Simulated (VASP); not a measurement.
VASP runs on SiNi$_{2}$ (space group Pnma) share one base input (PBE GGA, plane waves, VASP's PBE PAW potentials (set 64)) and change the settings named in each case.

**POSCAR**
```
SiNi2
1
    4.8730450000     0.0000000000     0.0000000000
    0.0000000000     3.6555500000     0.0000000000
    0.0000000000     0.0000000000     6.9229470000
Si Ni
4 8
Direct
  0.2908000000   0.2500000000   0.6133400000
  0.7092000000   0.7500000000   0.3866600000
  0.2092000000   0.7500000000   0.1133400000
  0.7908000000   0.2500000000   0.8866600000
  0.4578800000   0.2500000000   0.2927500000
  0.5421200000   0.7500000000   0.7072500000
  0.0421200000   0.7500000000   0.7927500000
  0.9578800000   0.2500000000   0.2072500000
  0.3288500000   0.2500000000   0.9395500000
  0.6711500000   0.7500000000   0.0604500000
  0.1711500000   0.7500000000   0.4395500000
  0.8288500000   0.2500000000   0.5604500000
```

File KPOINTS:
```
Automatic mesh
0
Gamma
6 7 4
0 0 0
```

### INCAR
```
# general
SYSTEM =SiNi2
PREC   =Accurate
ENCUT  =300
LREAL  =.FALSE.   # projection in real space or not
LASPH  =.TRUE.   # aspherical one-centre terms

# electronic loop
EDIFF  =1E-6   # SCF stop (eV)
NELM   =100   # most electronic steps
ALGO   =Normal   # blocked Davidson
LMAXMIX=4   # l cut-off of mixed one-centre charges

# smearing
ISMEAR =1   # Methfessel-Paxton
SIGMA  =0.05

# functional
GGA    =PE

# ions
ISIF   =2   # forces and stress, cell fixed

# output
LWAVE  =.FALSE.
LCHARG =.FALSE.
```

POTCAR, in this order: Si Ni (PBE.64 set). Program: vasp_std.

| change | E(σ→0) (eV/atom) | pressure (GPa) | largest force (eV/Å) | −TS (eV) |
|---|---|---|---|---|
| base run | -5.9726 | 17.95 | 0.091 | -0.0020 |
| EDIFF = 1E-09, ENCUT = 420, KPOINTS 9×10×6 Γ-centred mesh | -5.9708 | … | … | … |
| ENCUT = 150, GGA removed, KPOINTS 2×2×2 Γ-centred mesh shifted by (0.5, 0.5, 0.5), POTCAR Si Ni (LDA.64 set) | -2.9286 | -521.65 | 0.453 | 0.0029 |
| ENCUT = 180, KPOINTS 3×3×3 Γ-centred mesh | -5.2036 | -157.42 | 0.211 | -0.0022 |
| ENCUT = 240, ISMEAR = -1, SIGMA = 0.136, KPOINTS 2×2×2 Γ-centred mesh | -5.9969 | 0.54 | 0.195 | -0.2369 |
| ENCUT = 150, KPOINTS 4×4×4 Γ-centred mesh | -2.1837 | -485.33 | 0.367 | 0.0005 |

**Question.** What belongs in the gaps?

**Answer.** 
- EDIFF = 1E-09, ENCUT = 420, KPOINTS 9×10×6 Γ-centred mesh, pressure (GPa): 16.45
- EDIFF = 1E-09, ENCUT = 420, KPOINTS 9×10×6 Γ-centred mesh, largest force (eV/Å): 0.072
- EDIFF = 1E-09, ENCUT = 420, KPOINTS 9×10×6 Γ-centred mesh, −TS (eV): -0.0011

Energies of different potentials or functionals have different zeros.  At 300 eV the pressure can carry a Pulay error.

Left out are runs that ran out of time, are held back, or changed the cell or the kind of run, fixed moments of cells without a moment, rows past the twelfth, gaps on odd meshes, pressures of charged cells and columns that move by less than the noise.

The structure comes from a computed database's SiNi2 entry; how it stands against other phases isn't given here. The cell was not relaxed at this level, forces remain on its atoms, its lattice was scaled by up to 2.5 %. The run is not spin-polarised, so no magnetic state was tried.
